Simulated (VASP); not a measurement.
Computed with PW91 GGA, VASP's PBE PAW potentials (set 64) (plane waves; VASP).

Input for VASP

POSCAR:
```
NiAl
2.8652310
  0.9999999442   0.0000000000   0.0000000000
  0.0000000000   0.9999999442   0.0000000000
  0.0000000000   0.0000000000   0.9999999442
Al Ni
1 1
Cartesian
  0.4999999721   0.4999999721   0.4999999721
  0.0000000000   0.0000000000   0.0000000000
```

### KPOINTS
```
Automatic mesh
0
Gamma
13 13 13
0 0 0
```

**INCAR**
```
! general
SYSTEM =NiAl
PREC   =Accurate
ENCUT  =520
LREAL  =.False.
LASPH  =.True.

! electronic loop
EDIFF  =1E-7   ! SCF stop (eV)
NELM   =100
ALGO   =Normal
LMAXMIX=4   ! l cut-off of mixed one-centre charges

! smearing
ISMEAR =1
SIGMA  =0.1   ! width (eV)

! functional
GGA    =91

! ions
ISIF   =2   ! forces and stress, cell fixed

! output
LWAVE  =.False.
LCHARG =.False.
```

POTCAR, in this order: Al Ni (PBE.64 set). Program: vasp_std.

Output

OSZICAR:
```
       N       E                     dE             d eps       ncg     rms          rms(c)
DAV:   1     0.415330888475E+02    0.41533E+02   -0.58041E+03  1696   0.139E+03
DAV:   2    -0.105906346299E+02   -0.52124E+02   -0.49909E+02  1698   0.211E+02
DAV:   3    -0.118171628013E+02   -0.12265E+01   -0.12142E+01  1982   0.421E+01
DAV:   4    -0.118379960885E+02   -0.20833E-01   -0.20825E-01  2012   0.488E+00
DAV:   5    -0.118385870424E+02   -0.59095E-03   -0.59092E-03  1894   0.840E-01    0.117E+01
DAV:   6    -0.134620830825E+02   -0.16235E+01   -0.53397E+01  1870   0.127E+02    0.146E+01
DAV:   7    -0.104994211083E+02    0.29627E+01   -0.15506E+01  1856   0.762E+01    0.101E+00
DAV:   8    -0.104959722996E+02    0.34488E-02   -0.33995E-01  2024   0.721E+00    0.100E+00
DAV:   9    -0.104828033817E+02    0.13169E-01   -0.51756E-02  1956   0.380E+00    0.163E-01
DAV:  10    -0.104825336792E+02    0.26970E-03   -0.11171E-03  1950   0.496E-01    0.811E-02
DAV:  11    -0.104825262854E+02    0.73938E-05   -0.48374E-05  2410   0.953E-02    0.211E-02
DAV:  12    -0.104825249796E+02    0.13058E-05   -0.93344E-07  1988   0.167E-02    0.380E-03
DAV:  13    -0.104825247124E+02    0.26728E-06   -0.18838E-07  1048   0.496E-03    0.165E-03
DAV:  14    -0.104825247313E+02   -0.18945E-07   -0.38181E-08   850   0.195E-03
   1 F= -.10482525E+02 E0= -.10482603E+02  d E =0.234432E-03
```

File OUTCAR:
```
------------------------ aborting loop because EDIFF is reached ----------------------------------------
  FORCE on cell =-STRESS in cart. coord.  units (eV):
  Direction    XX          YY          ZZ          XY          YZ          ZX
  --------------------------------------------------------------------------------------
  Total        0.7014370      0.7014370      0.7014370      0.0000000     -0.0000000      0.0000000
  in kB       47.7771660     47.7771660     47.7771660      0.0000000     -0.0000000      0.0000000
  external PRESSURE =      47.7771660 kB  Pullay stress =       0.0000000 kB
  volume of cell :       23.52
      direct lattice vectors                 reciprocal lattice vectors
     2.865230840  0.000000000  0.000000000     0.349012019  0.000000000  0.000000000
     0.000000000  2.865230840  0.000000000     0.000000000  0.349012019  0.000000000
     0.000000000  0.000000000  2.865230840     0.000000000  0.000000000  0.349012019
 POSITION                                       TOTAL-FORCE (eV/Angst)
 -----------------------------------------------------------------------------------
      1.43262      1.43262      1.43262         0.000000      0.000000      0.000000
      0.00000      0.00000      0.00000         0.000000      0.000000      0.000000
 -----------------------------------------------------------------------------------
    total drift:                                0.000000      0.000000      0.000000
  FREE ENERGIE OF THE ION-ELECTRON SYSTEM (eV)
  ---------------------------------------------------
  free  energy   TOTEN  =       -10.4825247313 eV

  energy  without entropy=      -10.4827591637  energy(sigma->0) =      -10.48260288
```
(Selected blocks of OUTCAR.)

The compound is NiAl in the CsCl type structure. This cell is one point of a volume scan, at 0.97 of the reference volume. The run is not spin-polarised, so no magnetic state was tried. The electron count is odd and the run is not spin-polarised, which forces a metal.
